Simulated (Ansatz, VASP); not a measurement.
# Cross-check of InSe between VASP and Ansatz

Wanted: the spread between two codes on one cell, functional and k mesh. The cell is taken from a series of runs on this material, whose earlier steps may have relaxed, scaled, displaced or heated it; both programs get it as it stands.

Calculated with Ansatz 0.2.0; plane waves, with VASP 6.6.1 beside it; G0W0 gap at LDA.

## 1. Starting point

It takes space group P6_3/mmc (No. 194, hexagonal). Conventional cell: a = 4.050 Å, b = 4.050 Å, c = 16.930 Å, α = 90.00°, β = 90.00°, γ = 120.00°. Nearest to In lie 3 Se at 2.66 Å and 1 In at 2.80 Å. Nearest to Se lie 3 In at 2.66 Å. Farther neighbours and most contacts between anions are not listed.

Coordinates:

```cif
data_structure
_symmetry_space_group_name_H-M 'P6_3/mmc'
_symmetry_Int_Tables_number 194
_cell_length_a 4.0500
_cell_length_b 4.0500
_cell_length_c 16.9300
_cell_angle_alpha 90.000
_cell_angle_beta 90.000
_cell_angle_gamma 120.000
_cell_volume 240.49
loop_
_atom_site_label
_atom_site_type_symbol
_atom_site_symmetry_multiplicity
_atom_site_Wyckoff_symbol
_atom_site_fract_x
_atom_site_fract_y
_atom_site_fract_z
_atom_site_occupancy
In1 In 4 f 0.33333 0.66667 0.16730 1
Se1 Se 4 f 0.33333 0.66667 0.59181 1
```

## 2. VASP: G0W0 gap, LDA

Quasiparticle shifts depend on high empty states and on the cores, so they are the hardest test of two PAW sets.

Lines of VASP's logs that name or quote its potential files are left out, and so is its time.

The run reads the wave functions of an earlier VASP run, which isn't shown here.

Input file INCAR:

```
SYSTEM = InSe
PREC = Accurate
ENCUT = 300
ISMEAR = 0
SIGMA = 0.01
LREAL = .FALSE.
GGA = CA
NBANDS = 464
ALGO = EVGW0
NELMGW = 1
ENCUTGW = 84
NOMEGA = 64
PRECFOCK = Fast
NBANDSGW = 48
LWAVE = .FALSE.
LCHARG = .FALSE.
```

Input file POSCAR:

```
InSe
1.0
    4.0500000000      0.0000000000      0.0000000000
   -2.0250000000      3.5074028853      0.0000000000
    0.0000000000      0.0000000000     16.9300000000
In Se
4 4
Direct
    0.3333333333      0.6666666667      0.1672954020
    0.6666666667      0.3333333333      0.6672954020
    0.3333333333      0.6666666667      0.3327045980
    0.6666666667      0.3333333333      0.8327045980
    0.3333333333      0.6666666667      0.5918148106
    0.6666666667      0.3333333333      0.0918148106
    0.3333333333      0.6666666667      0.9081851894
    0.6666666667      0.3333333333      0.4081851894
```

Input file KPOINTS:

```
Automatic mesh
0
Gamma
6 6 2
0 0 0
```

The projector-augmented-wave data sets are In_d_GW and Se_GW (LDA family, release 64).

Command:

```console
$ mpirun -np 16 vasp_std
```

Numbers of over 12 decimals in the logs are rounded to 6 here.

The program printed:

```text
[banner, memory and clock lines left out]
running   16 mpi-ranks, on    1 nodes
 distrk:  each k-point on   16 cores,    1 groups
 distr:  one band on    1 cores,   16 groups

 POSCAR found type information on POSCAR InSe
 POSCAR found :  2 types and       8 ions
|                                                                             |
|           W    W    AA    RRRRR   N    N  II  N    N   GGGG   !!!           |
|           W    W   A  A   R    R  NN   N  II  NN   N  G    G  !!!           |
|           W    W  A    A  R    R  N N  N  II  N N  N  G       !!!           |
|           W WW W  AAAAAA  RRRRR   N  N N  II  N  N N  G  GGG   !            |
|           WW  WW  A    A  R   R   N   NN  II  N   NN  G    G                |
|           W    W  A    A  R    R  N    N  II  N    N   GGGG   !!!           |
|                                                                             |
|     For optimal performance we recommend to set                             |
|       NCORE = 2 up to number-of-cores-per-socket                            |
|     NCORE specifies how many cores store one orbital (NPAR=cpu/NCORE).      |
|     This setting can greatly improve the performance of VASP for DFT.       |
|     The default, NCORE=1 might be grossly inefficient on modern             |
|     multi-core architectures or massively parallel machines. Do your        |
|     Unfortunately you need to use the default for GW and RPA                |
|     calculations (for HF NCORE is supported but not extensively tested      |
|     yet).                                                                   |
|                                                                             |

|                                                                             |
|           W    W    AA    RRRRR   N    N  II  N    N   GGGG   !!!           |
|           W    W   A  A   R    R  NN   N  II  NN   N  G    G  !!!           |
|           W    W  A    A  R    R  N N  N  II  N N  N  G       !!!           |
|           W WW W  AAAAAA  RRRRR   N  N N  II  N  N N  G  GGG   !            |
|           WW  WW  A    A  R   R   N   NN  II  N   NN  G    G                |
|           W    W  A    A  R    R  N    N  II  N    N   GGGG   !!!           |
|                                                                             |
|     The default for ENCUTGWSOFT is different in this version of VASP.       |
|     please manually set ENCUTGWSOFT =84 in the INCAR file.                  |
|                                                                             |

 LDA part: xc-table for (Slater(with rela. corr.)+CA(PZ))
 , standard interpolation
 found WAVECAR, reading the header
 POSCAR, INCAR and KPOINTS ok, starting setup
 FFT: planning ... GRIDC
 FFT: planning ... GRID_SOFT
 FFT: planning ... GRID
 reading WAVECAR
 the WAVECAR file was read successfully
 initial charge from wavefunction
 available memory per node:     36.77 GB, setting MAXMEM to     37650

 The Fermi energy was updated, please check that it is located mid-gap
 values below the HOMO (VB) or above the LUMO (CB) will cause erroneous energies
 E-fermi :   2.8169

 calculate exact exchange contribution
 the WAVEDER file was read successfully
|                                                                             |
|           W    W    AA    RRRRR   N    N  II  N    N   GGGG   !!!           |
|           W    W   A  A   R    R  NN   N  II  NN   N  G    G  !!!           |
|           W    W  A    A  R    R  N N  N  II  N N  N  G       !!!           |
|           W WW W  AAAAAA  RRRRR   N  N N  II  N  N N  G  GGG   !            |
|           WW  WW  A    A  R   R   N   NN  II  N   NN  G    G                |
|           W    W  A    A  R    R  N    N  II  N    N   GGGG   !!!           |
|                                                                             |
|     Automatic setting of frequency mesh for GW failed. Frequency mesh       |
|     properly not suitable for determining QP energies. Consider             |
|     increasing number of kpoints.                                           |
|                                                                             |

energies w=
    0.000    0.000    0.168    0.000    0.335    0.000    0.501    0.000
    0.667    0.000    0.831    0.000    0.993    0.000    1.153    0.000
    1.311    0.000    1.467    0.000    1.621    0.000    1.773    0.000
    1.923    0.000    2.070    0.000    2.216    0.000    2.360    0.000
    2.502    0.000    2.644    0.000    2.784    0.000    2.924    0.000
    3.063    0.000    3.202    0.000    3.341    0.000    3.481    0.000
    3.622    0.000    3.764    0.000    3.908    0.000    4.054    0.000
    4.203    0.000    4.355    0.000    4.510    0.000    4.670    0.000
    4.835    0.000    5.006    0.000    5.184    0.000    5.369    0.000
    5.563    0.000    5.767    0.000    5.982    0.000    6.211    0.000
    6.454    0.000    6.715    0.000    6.996    0.000    7.300    0.000
    7.631    0.000    7.995    0.000    8.395    0.000    8.840    0.000
    9.339    0.000    9.903    0.000   10.546    0.000   11.287    0.000
   12.153    0.000   13.177    0.000   14.409    0.000   15.918    0.000
   17.810    0.000   20.251    0.000   23.516    0.000   28.102    0.000
   35.000    0.000   46.521    0.000   69.585    0.000  138.645    0.000
 responsefunction array rank=     448
 LDA part: xc-table for (Slater(with rela. corr.)+CA(PZ))
 , standard interpolation

 min. memory requirement per mpi rank    576.2 MB, per node   9219.7 MB

 allocating   4 responsefunctions rank=   448
 shmem allocating  64 responsefunctions rank=   448
 response function shared by NCSHMEM nodes    1
 Doing            4  frequencies on each core in blocks of           64
NQ=   1    0.0000    0.0000    0.0000,
|.........|.........|.........|.........|.........|.........|.........|.........
 performed       2954000 updates of chi_q(r,r)
 total number of BLAS operations       3395.31 Gflops
NQ=   2    0.1667    0.0000    0.0000,
|.........|.........|.........|.........|.........|.........|.........|.........
 performed       7957000 updates of chi_q(r,r)
 total number of BLAS operations       9961.19 Gflops
NQ=   3    0.3333   -0.0000    0.0000,
|.........|.........|.........|.........|.........|.........|.........|.........
 performed      12960000 updates of chi_q(r,r)
 total number of BLAS operations      16921.91 Gflops
NQ=   4    0.5000   -0.0000    0.0000,
|.........|.........|.........|.........|.........|.........|.........|.........
 performed      16805000 updates of chi_q(r,r)
 total number of BLAS operations      22610.27 Gflops
NQ=   5    0.1667    0.1667    0.0000,
|.........|.........|.........|.........|.........|.........|.........|.........
 performed      21808000 updates of chi_q(r,r)
 total number of BLAS operations      29840.64 Gflops
NQ=   6    0.3333    0.1667    0.0000,
|.........|.........|.........|.........|.........|.........|.........|.........
 performed      27346000 updates of chi_q(r,r)
 total number of BLAS operations      37805.78 Gflops
NQ=   7    0.3333    0.3333    0.0000,
|.........|.........|.........|.........|.........|.........|.........|.........
 performed      30746000 updates of chi_q(r,r)
 total number of BLAS operations      42952.89 Gflops
NQ=   8    0.0000    0.0000    0.5000,
|.........|.........|.........|.........|.........|.........|.........|.........
 performed      33700000 updates of chi_q(r,r)
 total number of BLAS operations      46259.21 Gflops
NQ=   9    0.1667    0.0000    0.5000,
|.........|.........|.........|.........|.........|.........|.........|.........
 performed      38703000 updates of chi_q(r,r)
 total number of BLAS operations      52792.70 Gflops
NQ=  10    0.3333   -0.0000    0.5000,
|.........|.........|.........|.........|.........|.........|.........|.........
 performed      43706000 updates of chi_q(r,r)
 total number of BLAS operations      59853.94 Gflops
NQ=  11    0.5000   -0.0000    0.5000,
|.........|.........|.........|.........|.........|.........|.........|.........
 performed      47551000 updates of chi_q(r,r)
 total number of BLAS operations      65384.66 Gflops
NQ=  12    0.1667    0.1667    0.5000,
|.........|.........|.........|.........|.........|.........|.........|.........
 performed      52554000 updates of chi_q(r,r)
 total number of BLAS operations      72445.90 Gflops
NQ=  13    0.3333    0.1667    0.5000,
|.........|.........|.........|.........|.........|.........|.........|.........
 performed      58092000 updates of chi_q(r,r)
 total number of BLAS operations      80411.04 Gflops
NQ=  14    0.3333    0.3333    0.5000,
|.........|.........|.........|.........|.........|.........|.........|.........
 performed      61492000 updates of chi_q(r,r)
 total number of BLAS operations      85629.40 Gflops
 resolving degeneracies of screened two electron integrals

 calculate QP shifts <psi_nk| G(iteration)W_0 |psi_nk>: iteration 1
 entering main loop
```

OUTCAR, selected parts (step 2):

```text
ion  position               nearest neighbor table
   1  0.333  0.667  0.167-   6 2.66   6 2.66   6 2.66   3 2.80
   2  0.667  0.333  0.667-   5 2.66   5 2.66   5 2.66   4 2.80
   3  0.333  0.667  0.333-   8 2.66   8 2.66   8 2.66   1 2.80
   4  0.667  0.333  0.833-   7 2.66   7 2.66   7 2.66   2 2.80
   5  0.333  0.667  0.592-   2 2.66   2 2.66   2 2.66
   6  0.667  0.333  0.092-   1 2.66   1 2.66   1 2.66
   7  0.333  0.667  0.908-   4 2.66   4 2.66   4 2.66
   8  0.667  0.333  0.408-   3 2.66   3 2.66   3 2.66

  LATTYP: Found a hexagonal cell.
 ALAT       =     4.0500000000
 C/A-ratio  =     4.1802469136

 Subroutine GETGRP returns: Found 24 space group operations
 (whereof 12 operations were pure point group operations)

The static configuration has the point symmetry D_3d.
 The point group associated with its full space group is D_6h.

 Found     14 irreducible k-points:

   k-points           NKPTS =     14   k-points in BZ     NKDIM =     72   number of bands    NBANDS=    464

   dimension x,y,z NGX =    24 NGY =   24 NGZ =   96
   dimension x,y,z NGXF=    48 NGYF=   48 NGZF=  192

   ENCUT  =  300.0 eV  22.05 Ry    4.70 a.u.   5.72  5.72 23.91*2*pi/ulx,y,z

   NELECT =      76.0000    total number of electrons

  energy-cutoff  :      300.00
  volume of cell :      240.49
      direct lattice vectors                 reciprocal lattice vectors
     4.050000000  0.000000000  0.000000000     0.246913580  0.142555622  0.000000000
    -2.025000000  3.507402885  0.000000000     0.000000000  0.285111244  0.000000000
     0.000000000  0.000000000 16.930000000     0.000000000  0.000000000  0.059066745

 k-points in reciprocal lattice and weights: Automatic mesh
   0.00000000  0.00000000  0.00000000       0.014
   0.16666667  0.00000000  0.00000000       0.083
   0.33333333 -0.00000000  0.00000000       0.083
   0.50000000 -0.00000000  0.00000000       0.042
   0.16666667  0.16666667  0.00000000       0.083
   0.33333333  0.16666667  0.00000000       0.167
   0.33333333  0.33333333  0.00000000       0.028
   0.00000000  0.00000000  0.50000000       0.014
   0.16666667  0.00000000  0.50000000       0.083
[...]
0.33333333  0.16666667  0.50000000       0.167
   0.33333333  0.33333333  0.50000000       0.028

 E-fermi :   2.8169

 QP shifts <psi_nk| G(iteration)W_0 |psi_nk>: iteration 1
 for sc-GW calculations column KS-energies equals QP-energies in previous step
 and V_xc(KS)=  KS-energies - (<T + V_ion + V_H > + <T+V_H+V_ion>^1  + <V_x>^1)
 k-point   1 :       0.0000    0.0000    0.0000
  band No.  KS-energies  QP-energies   sigma(KS)   V_xc(KS)     V^pw_x(r,r')   Z            occupation Imag(sigma)
    ...
     35       1.5663       1.3581     -12.7027     -12.4124     -14.4212       0.7170       2.0000       0.1032
     36       1.6447       1.4471     -12.7639     -12.4887     -14.4631       0.7179       2.0000       0.1014
     37       1.6447       1.4471     -12.7639     -12.4887     -14.4631       0.7179       2.0000       0.1014
     38       2.7503       2.5820     -12.0857     -11.8553     -13.0667       0.7302       2.0000       0.0882
     39       2.8834       3.4090     -10.1751     -10.8576      -7.3252       0.7701       0.0000       0.0289
     40       4.2427       4.7776     -10.8828     -11.5956      -7.6773       0.7504       0.0000       0.0132
     41       4.6480       5.1686      -9.5724     -10.2485      -5.8995       0.7700       0.0000       0.0065
     42       4.6480       5.1686      -9.5724     -10.2485      -5.8995       0.7700       0.0000       0.0065
    ...

 k-point   2 :       0.1667    0.0000    0.0000
  band No.  KS-energies  QP-energies   sigma(KS)   V_xc(KS)     V^pw_x(r,r')   Z            occupation Imag(sigma)
    ...
     35       1.2804       1.0493     -12.5324     -12.2092     -14.3009       0.7149       2.0000       0.1053
     36       1.3974       1.1772     -12.6485     -12.3409     -14.4063       0.7160       2.0000       0.1033
     37       1.7097       1.4515     -11.5041     -11.1468     -12.8468       0.7226       2.0000       0.0967
     38       2.5120       2.3197     -12.1129     -11.8490     -13.2484       0.7282       2.0000       0.0931
     39       4.1646       4.7318     -10.8576     -11.6082      -7.7632       0.7556       0.0000       0.0242
     40       4.6876       5.2870     -11.1181     -11.9257      -7.7321       0.7423       0.0000       0.0169
     41       5.2006       5.6681      -9.2248      -9.8360      -5.4214       0.7649       0.0000      -0.0021
     42       5.4853       6.0010      -9.5420     -10.2224      -5.6341       0.7579       0.0000      -0.0044
    ...

 k-point   3 :       0.3333   -0.0000    0.0000
  band No.  KS-energies  QP-energies   sigma(KS)   V_xc(KS)     V^pw_x(r,r')   Z            occupation Imag(sigma)
    ...
     35       0.8467       0.5805     -12.0027     -11.6234     -13.9642       0.7017       2.0000       0.1136
     36       0.9560       0.7005     -12.4643     -12.1047     -14.3461       0.7106       2.0000       0.1084
     37       1.5491       1.2892     -11.5012     -11.1411     -12.8191       0.7219       2.0000       0.1031
     38       1.7390       1.4778     -11.7062     -11.3462     -12.9740       0.7255       2.0000       0.1000
     39       4.1047       4.4526      -8.5641      -9.0142      -5.1067       0.7730       0.0000      -0.0079
     40       4.2130       4.7480     -10.3955     -11.0995      -6.9946       0.7600       0.0000       0.0264
     41       4.6363       5.2181     -10.6478     -11.4221      -7.0730       0.7514       0.0000       0.0193
     42       4.7943       5.1851      -9.2350      -9.7504      -5.6738       0.7582       0.0000      -0.0098
    ...

 k-point   4 :       0.5000   -0.0000    0.0000
  band No.  KS-energies  QP-energies   sigma(KS)   V_xc(KS)     V^pw_x(r,r')   Z            occupation Imag(sigma)
    ...
     35       0.6970       0.4193     -11.8362     -11.4368     -13.8936       0.6954       2.0000       0.1155
     36       0.7051       0.3903     -10.9316     -10.4911     -12.4405       0.7146       2.0000       0.1114
     37       0.7587       0.4899     -12.3901     -12.0104     -14.3282       0.7080       2.0000       0.1107
     38       1.3830       1.0975     -11.4416     -11.0490     -12.6988       0.7272       2.0000       0.1013
     39       3.7404       4.2313      -9.9980     -10.6357      -6.6447       0.7697       0.0000       0.0267
     40       3.8964       4.2223      -8.7798      -9.2034      -5.5063       0.7694       0.0000      -0.0103
     41       4.5273       5.0883     -10.5676     -11.3122      -6.9763       0.7534       0.0000       0.0200
     42       4.5675       4.9341      -9.2902      -9.7739      -5.8650       0.7581       0.0000      -0.0099
    ...

[... 4 further parts left out ...]
```

(Continued in part 2 of 2.)

[Lines on the potential files, build, host, timing and source positions are cut from VASP's logs without a mark.]

[Logs are printed without paths, hosts, clocks, repeated set-up lines and the standing remarks that a program may print on its own settings, such as how far it seeks lower states.]

[Hosts, paths, dates, database ids (printed as entryN), source tags and the programs' standing remarks are cut or masked in the printed files.]
